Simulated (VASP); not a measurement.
```
Ti25O48
1.0
    9.31125     0.00000     0.00000
    0.00000     9.31125     0.00000
    0.00000     0.00000     8.90603
Ti O
25 48
Cartesian
  0.00000   0.00000   0.00000
  2.29123   2.28596   1.51322
  0.00000   0.00000   2.96867
  2.29493   2.28210   4.43220
  0.00000   0.00000   5.93735
  2.32781   2.32781   7.42169
  0.00000   4.65562   0.00000
  2.28217   6.94639   1.48499
  0.00426   4.61630   3.00042
  2.29951   6.98495   4.45563
  9.28905   4.70059   5.97683
  2.32781   6.98344   7.42169
  4.65562   0.00000   0.00000
  6.98344   2.32781   1.48434
  4.65562   0.00000   2.96867
  6.98344   2.32781   4.45301
  4.65562   0.00000   5.93735
  6.98344   2.32781   7.42169
  4.65562   4.65562   0.00000
  6.98344   6.98344   1.48434
  4.65171   4.67619   3.01481
  6.98344   6.98344   4.45301
  4.61302   4.68761   5.94341
  6.98344   6.98344   7.42169
  2.34955   4.66368   3.66152
  1.41997   1.41997   0.00000
  3.74778   0.90785   1.48434
  0.94200   3.75675   1.46389
  3.23566   3.23566   0.00000
  1.41997   1.41997   2.96867
  3.74778   0.90785   4.45301
  0.91259   3.74202   4.40648
  3.26841   3.21266   2.93548
  1.41997   1.41997   5.93735
  3.74778   0.90785   7.42169
  0.90785   3.74778   7.42169
  3.22218   3.22904   5.97919
  1.41997   6.07559   0.00000
  3.72320   5.59973   1.50279
  0.90785   8.40340   1.48434
  3.23566   7.89128   0.00000
  1.39736   6.11661   2.96069
  3.79332   5.59253   4.45116
  0.90785   8.40340   4.45301
  3.23566   7.89128   2.96867
  1.44485   6.08581   5.97839
  3.74778   5.56347   7.42169
  0.90785   8.40340   7.42169
  3.23566   7.89128   5.93735
  6.07559   1.41997   0.00000
  8.40340   0.90785   1.48434
  5.56347   3.74778   1.48434
  7.89128   3.23566   0.00000
  6.07559   1.41997   2.96867
  8.40340   0.90785   4.45301
  5.56347   3.74778   4.45301
  7.89128   3.23566   2.96867
  6.07559   1.41997   5.93735
  8.40340   0.90785   7.42169
  5.56347   3.74778   7.42169
  7.89128   3.23566   5.93735
  6.07559   6.07559   0.00000
  8.40340   5.56347   1.48434
  5.56347   8.40340   1.48434
  7.89128   7.89128   0.00000
  6.07559   6.07559   2.96867
  8.40340   5.56347   4.45301
  5.56347   8.40340   4.45301
  7.89128   7.89128   2.96867
  6.07559   6.07559   5.93735
  8.40340   5.56347   7.42169
  5.56347   8.40340   7.42169
  7.89128   7.89128   5.93735
```

Calculation: PBE GGA, VASP's PBE PAW potentials (set 64) (plane waves; VASP). Run with PREC = Normal, LREAL = Auto, ISYM = 0, EDIFF = 1E-5, 400 eV cut-off, 1×1×1 Γ-centred mesh, Gaussian smearing of 0.050 eV, potentials Ti O.

At this cut-off the stress carries a Pulay error, which pulls relaxed volumes low. The supercell is sampled at Γ alone, which is coarse: total energies, pressure and levels can be off, energies of defects by several tenths of an eV.

Problem. The ions are relaxed. Give the cell that the relaxation ends in.

Solution. 
```
Ti25O48
1.0
    9.31125     0.00000     0.00000
    0.00000     9.31125     0.00000
    0.00000     0.00000     8.90603
Ti O
25 48
Direct
  0.98927   0.99967   0.99797
  0.24952   0.22750   0.16226
  0.99138   0.99694   0.33491
  0.24939   0.22831   0.50678
  0.99005   0.99894   0.67195
  0.25716   0.24759   0.83445
  0.01026   0.49921   0.99971
  0.25023   0.77254   0.16220
  0.97248   0.51086   0.33454
  0.25023   0.77182   0.50673
  0.00968   0.49914   0.66901
  0.24251   0.75249   0.83444
  0.51054   0.00048   0.99802
  0.75253   0.24948   0.16446
  0.50837   0.00321   0.33495
  0.75277   0.24892   0.50487
  0.50962   0.00120   0.67195
  0.74947   0.26333   0.83474
  0.48949   0.50089   0.99967
  0.74718   0.75058   0.16455
  0.52728   0.48922   0.33456
  0.74688   0.75114   0.50486
  0.49000   0.50106   0.66904
  0.75014   0.73678   0.83477
  0.24981   0.50009   0.33395
  0.14657   0.15246   0.99839
  0.39903   0.08962   0.16599
  0.11637   0.41584   0.17735
  0.35069   0.34194   0.00418
  0.14579   0.15474   0.33466
  0.39914   0.09027   0.50333
  0.11621   0.41594   0.49112
  0.36551   0.32936   0.33435
  0.14699   0.15216   0.67055
  0.40307   0.09631   0.83499
  0.10587   0.40290   0.83443
  0.35042   0.34240   0.66499
  0.14901   0.65812   0.00418
  0.38328   0.58427   0.17731
  0.10066   0.91043   0.16596
  0.35310   0.84761   0.99833
  0.13419   0.67071   0.33438
  0.38349   0.58407   0.49114
  0.10053   0.90984   0.50335
  0.35394   0.84532   0.33466
  0.14925   0.65767   0.66494
  0.39380   0.59720   0.83442
  0.09660   0.90380   0.83494
  0.35267   0.84793   0.67053
  0.65238   0.15442   0.99984
  0.89774   0.09533   0.16900
  0.60873   0.40561   0.16122
  0.85729   0.34588   0.00140
  0.64823   0.15607   0.33461
  0.89775   0.09489   0.50074
  0.60903   0.40566   0.50778
  0.85243   0.34372   0.33465
  0.65210   0.15463   0.66957
  0.89760   0.09770   0.83465
  0.59551   0.40397   0.83440
  0.85753   0.34551   0.66780
  0.64244   0.65419   0.00142
  0.89095   0.59447   0.16121
  0.60199   0.90481   0.16898
  0.84733   0.84569   0.99982
  0.64717   0.65643   0.33468
  0.89071   0.59442   0.50776
  0.60192   0.90523   0.50082
  0.85148   0.84400   0.33464
  0.64217   0.65461   0.66783
  0.90416   0.59613   0.83441
  0.60209   0.90240   0.83463
  0.84756   0.84551   0.66960
```

Problem. How much energy does the relaxation gain?

Solution. The energy (σ→0) changes by -65.1 meV/atom, in 53 ionic steps.

```csv
step,E(σ→0) (eV),max force (eV/Å),pressure (GPa),volume (Å³)
1,-638.9516,6.137,0.38,772.15
2,-641.0590,2.724,0.30,772.15
3,-641.7138,1.236,-0.44,772.15
4,-642.4068,0.670,-1.01,772.15
5,-642.4398,0.949,-1.11,772.15
6,-642.7955,0.706,-0.96,772.15
7,-642.8454,0.816,-0.85,772.15
8,-643.0403,0.845,-0.24,772.15
9,-643.0454,0.697,-0.33,772.15
10,-643.1555,0.381,-0.37,772.15
11,-643.1588,0.439,-0.37,772.15
12,-643.2221,0.295,-0.30,772.15
13,-643.2313,0.356,-0.25,772.15
14,-643.2653,0.378,-0.23,772.15
15,-643.2777,0.495,-0.21,772.15
16,-643.3049,0.446,-0.28,772.15
17,-643.3340,0.353,-0.41,772.15
18,-643.3099,0.743,-0.63,772.15
19,-643.3387,0.381,-0.48,772.15
20,-643.3581,0.312,-0.50,772.15
21,-643.3927,0.234,-0.58,772.15
22,-643.3956,0.245,-0.60,772.15
23,-643.4188,0.194,-0.58,772.15
24,-643.4374,0.286,-0.56,772.15
25,-643.4388,0.329,-0.54,772.15
```

The cell is a supercell with a defect, built from TiO2 (rutile): Ti_i. The run is not spin-polarised, so no state with unpaired spins was tried.
